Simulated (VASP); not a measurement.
Output of a VASP run:

File OUTCAR:
```
 ion  position               nearest neighbor table
   1  0.000  0.000  0.000-   2 2.74   2 2.74   2 2.74   2 2.74
   2  0.250  0.250  0.250-   1 2.74   1 2.74   1 2.74   1 2.74
  LATTYP: Found a face centered cubic cell.
 ALAT       =     6.3277580000
 Subroutine PRICEL returns:
 Original cell was already a primitive cell.
 Subroutine GETGRP returns: Found 24 space group operations
The static configuration has the point symmetry T_d .
The dynamic configuration has the point symmetry T_d .
 Subroutine INISYM returns: Found 24 space group operations
 Subroutine IBZKPT returns following result:
 Found     35 irreducible k-points:

 Following reciprocal coordinates:
            Coordinates               Weight
  0.000000  0.000000  0.000000      1.000000
  0.111111  0.000000  0.000000      8.000000
  0.222222  0.000000  0.000000      8.000000
  0.333333  0.000000  0.000000      8.000000
  0.444444  0.000000  0.000000      8.000000
  0.111111  0.111111  0.000000      6.000000
  0.222222  0.111111  0.000000     24.000000
  0.333333  0.111111  0.000000     24.000000
  0.444444  0.111111  0.000000     24.000000
 -0.444444  0.111111  0.000000     24.000000
 -0.333333  0.111111  0.000000     24.000000
 -0.222222  0.111111  0.000000     24.000000
 -0.111111  0.111111  0.000000     12.000000
  0.222222  0.222222  0.000000      6.000000
  0.333333  0.222222  0.000000     24.000000
  0.444444  0.222222  0.000000     24.000000
 -0.444444  0.222222  0.000000     24.000000
 -0.333333  0.222222  0.000000     24.000000
 -0.222222  0.222222  0.000000     12.000000
  0.333333  0.333333  0.000000      6.000000
  0.444444  0.333333  0.000000     24.000000
 -0.444444  0.333333  0.000000     24.000000
 -0.333333  0.333333  0.000000     12.000000
  0.444444  0.444444  0.000000      6.000000
 -0.444444  0.444444  0.000000     12.000000
  0.333333  0.222222  0.111111     24.000000
  0.444444  0.222222  0.111111     48.000000
 -0.444444  0.222222  0.111111     48.000000
  0.444444  0.333333  0.111111     24.000000
 -0.444444  0.333333  0.111111     48.000000
 -0.333333  0.333333  0.111111     48.000000
 -0.222222  0.333333  0.111111     24.000000
 -0.444444  0.444444  0.111111     24.000000
 -0.333333  0.444444  0.111111     24.000000
 -0.333333  0.444444  0.222222     24.000000
   k-points           NKPTS =     35   k-points in BZ     NKDIM =     35   number of bands    NBANDS=     14
   number of dos      NEDOS =    301   number of ions     NIONS =      2
   total plane-waves  NPLWV =  27000
   dimension x,y,z NGX =    30 NGY =   30 NGZ =   30
   dimension x,y,z NGXF=    60 NGYF=   60 NGZF=   60
   ions per type =               1   1
   PREC   = accura    normal or accurate (medium, high low for compatibility)
   ISTART =      0    job   : 0-new  1-cont  2-samecut
   ICHARG =      2    charge: 1-file 2-atom 10-const
   ISPIN  =      1    spin polarized calculation?
   LNONCOLLINEAR =      F non collinear calculations
   LSORBIT =      F    spin-orbit coupling
   INIWAV =      1    electr: 0-lowe 1-rand  2-diag
   ENCUT  =  400.0 eV  29.40 Ry    5.42 a.u.   7.30  7.30  7.30*2*pi/ulx,y,z
   NELM   =    100;   NELMIN=  2; NELMDL= -5     # of ELM steps
   EDIFF  = 0.1E-05   stopping-criterion for ELM
   LREAL  =      F    real-space projection
   NLSPLINE    = F    spline interpolate recip. space projectors
   LMAXMIX     =    4 max onsite mixed and CHGCAR
   VOSKOWN=      0    Vosko Wilk Nusair interpolation
   EDIFFG = -.1E-01   stopping-criterion for IOM
   NSW    =     60    number of steps for IOM
   NBLOCK =      1;   KBLOCK =     60    inner block; outer block
   IBRION =      2    ionic relax: 0-MD 1-quasi-New 2-CG
   NFREE  =      1    steps in history (QN), initial steepest desc. (CG)
   ISIF   =      3    stress and relaxation
   ISYM   =      2    0-nonsym 1-usesym 2-fastsym
   TEIN   =    0.0    initial temperature
   TEBEG  =    0.0;   TEEND  =   0.0 temperature during run
...
```

OSZICAR:
```
...
DAV:  10    -0.121803191223E+02   -0.14012E-03   -0.37380E-04  1046   0.120E-01    0.242E-02
DAV:  11    -0.121803193802E+02   -0.25799E-06   -0.75578E-05  1084   0.653E-02    0.628E-03
DAV:  12    -0.121803207530E+02   -0.13728E-05   -0.89555E-06  1022   0.214E-02    0.347E-03
DAV:  13    -0.121803207101E+02    0.42945E-07   -0.12297E-06   772   0.795E-03
   1 F= -.12180321E+02 E0= -.12181450E+02  d E =-.121803E+02
       N       E                     dE             d eps       ncg     rms          rms(c)
DAV:   1    -0.743161110812E+02   -0.62136E+02   -0.14358E+03   986   0.376E+02    0.999E+01
DAV:   2    -0.181395648405E+02    0.56177E+02   -0.16207E+02   980   0.145E+02    0.186E+01
DAV:   3    -0.135908015814E+02    0.45488E+01   -0.13452E+01  1138   0.333E+01    0.180E+01
DAV:   4    -0.130392569308E+02    0.55154E+00   -0.37410E+00   986   0.143E+01    0.550E+00
DAV:   5    -0.129734437697E+02    0.65813E-01   -0.13087E-01  1202   0.326E+00    0.486E+00
DAV:   6    -0.129321078367E+02    0.41336E-01   -0.32284E-01  1028   0.464E+00    0.230E+00
DAV:   7    -0.129345533913E+02   -0.24456E-02   -0.16236E-02  1040   0.106E+00    0.354E-01
DAV:   8    -0.129340435815E+02    0.50981E-03   -0.33088E-03  1166   0.499E-01    0.268E-01
DAV:   9    -0.129340396647E+02    0.39168E-05   -0.98579E-05  1046   0.122E-01    0.386E-02
DAV:  10    -0.129340323212E+02    0.73435E-05   -0.24847E-05  1082   0.354E-02    0.755E-03
DAV:  11    -0.129340311493E+02    0.11719E-05   -0.11671E-06   682   0.862E-03    0.121E-03
DAV:  12    -0.129340311231E+02    0.26238E-07   -0.16007E-07   496   0.280E-03
   2 F= -.12934031E+02 E0= -.12933859E+02  d E =-.753710E+00
       N       E                     dE             d eps       ncg     rms          rms(c)
DAV:   1    -0.223255168478E+02   -0.93915E+01   -0.19744E+02   986   0.164E+02    0.228E+01
DAV:   2    -0.149287743827E+02    0.73967E+01   -0.62640E+01   986   0.675E+01    0.113E+01
DAV:   3    -0.136656000603E+02    0.12632E+01   -0.30535E+00   992   0.127E+01    0.666E+00
DAV:   4    -0.135155639828E+02    0.15004E+00   -0.14819E+00   980   0.727E+00    0.240E+00
DAV:   5    -0.135021088920E+02    0.13455E-01   -0.40412E-01  1054   0.436E+00    0.128E+00
DAV:   6    -0.134863125890E+02    0.15796E-01   -0.72732E-02  1024   0.191E+00    0.591E-01
DAV:   7    -0.134872188119E+02   -0.90622E-03   -0.24757E-03  1166   0.361E-01    0.798E-02
DAV:   8    -0.134872083939E+02    0.10418E-04   -0.98007E-05  1082   0.662E-02    0.237E-02
DAV:   9    -0.134872097833E+02   -0.13894E-05   -0.81179E-06  1184   0.237E-02    0.338E-03
DAV:  10    -0.134872103840E+02   -0.60075E-06   -0.55673E-07   694   0.654E-03
   3 F= -.13487210E+02 E0= -.13487841E+02  d E =-.130689E+01
       N       E                     dE             d eps       ncg     rms          rms(c)
DAV:   1    -0.135006504737E+02   -0.13441E-01   -0.28887E-01   986   0.600E+00    0.931E-01
DAV:   2    -0.134890961624E+02    0.11554E-01   -0.59993E-02   986   0.219E+00    0.189E-01
DAV:   3    -0.134881394723E+02    0.95669E-03   -0.22443E-03  1010   0.321E-01    0.863E-02
DAV:   4    -0.134880222003E+02    0.11727E-03   -0.80738E-04  1082   0.246E-01    0.508E-02
DAV:   5    -0.134880420916E+02   -0.19891E-04   -0.19324E-05  1166   0.391E-02    0.211E-02
DAV:   6    -0.134880478007E+02   -0.57091E-05   -0.67415E-06  1118   0.168E-02    0.273E-03
DAV:   7    -0.134880478122E+02   -0.11455E-07   -0.31567E-07   514   0.445E-03
   4 F= -.13488048E+02 E0= -.13488651E+02  d E =-.130773E+01
```

OUTCAR:
```
------------------------ aborting loop because EDIFF is reached ----------------------------------------
  FORCE on cell =-STRESS in cart. coord.  units (eV):
  Direction    XX          YY          ZZ          XY          YZ          ZX
  --------------------------------------------------------------------------------------
  Total       -0.0103097     -0.0103097     -0.0103097      0.0000000      0.0000000      0.0000000
  in kB       -0.3660469     -0.3660469     -0.3660469      0.0000000      0.0000000      0.0000000
  external PRESSURE =      -0.3660469 kB  Pullay stress =       0.0000000 kB
  volume of cell :       45.13
      direct lattice vectors                 reciprocal lattice vectors
     0.000000000  2.825722870  2.825722870    -0.176945873  0.176945873  0.176945873
     2.825722870  0.000000000  2.825722870     0.176945873 -0.176945873  0.176945873
     2.825722870  2.825722870  0.000000000     0.176945873  0.176945873 -0.176945873
 POSITION                                       TOTAL-FORCE (eV/Angst)
 -----------------------------------------------------------------------------------
      0.00000      2.82572      2.82572        -0.000000      0.000000      0.000000
      1.41286      1.41286      1.41286         0.000000     -0.000000     -0.000000
 -----------------------------------------------------------------------------------
    total drift:                                0.000000      0.000000      0.000000
  FREE ENERGIE OF THE ION-ELECTRON SYSTEM (eV)
  ---------------------------------------------------
  free  energy   TOTEN  =       -13.4880478122 eV

  energy  without entropy=      -13.4898576967  energy(sigma->0) =      -13.48865111

 reached required accuracy - stopping structural energy minimisation
```
(Selected blocks of OUTCAR.)

**POSCAR**
```
MoSe
1
    0.0000000000     3.1638790000     3.1638790000
    3.1638790000     0.0000000000     3.1638790000
    3.1638790000     3.1638790000     0.0000000000
Mo Se
1 1
Direct
  0.0000000000   0.0000000000   0.0000000000
  0.2500000000   0.2500000000   0.2500000000
```

Question: Write an INCAR and KPOINTS that could have produced this output.

Answer: One answer among several that fit: the input of the run itself, PBE GGA, plane waves, VASP's PBE PAW potentials (set 64).

**INCAR**
```
ALGO = Normal
EDIFF = 1E-6
EDIFFG = -0.01
ENCUT = 400
GGA = PE
IBRION = 2
ISIF = 3
ISMEAR = 1
LASPH = .TRUE.
LCHARG = .FALSE.
LMAXMIX = 4
LREAL = .FALSE.
LWAVE = .FALSE.
NELM = 100
NSW = 60
PREC = Accurate
SIGMA = 0.1
SYSTEM = MoSe
```

KPOINTS:
```
Automatic mesh
0
Gamma
9 9 9
0 0 0
```

POTCAR, in this order: Mo_sv Se (PBE.64 set). Program: vasp_std.

Energy and stress use the plane-wave basis of the starting cell.

The structure was generated: MoSe was put into the zinc blende type (F-43m), which need not be its known phase. This run relaxes it. Symmetry was kept, so distortions that lower it aren't found.
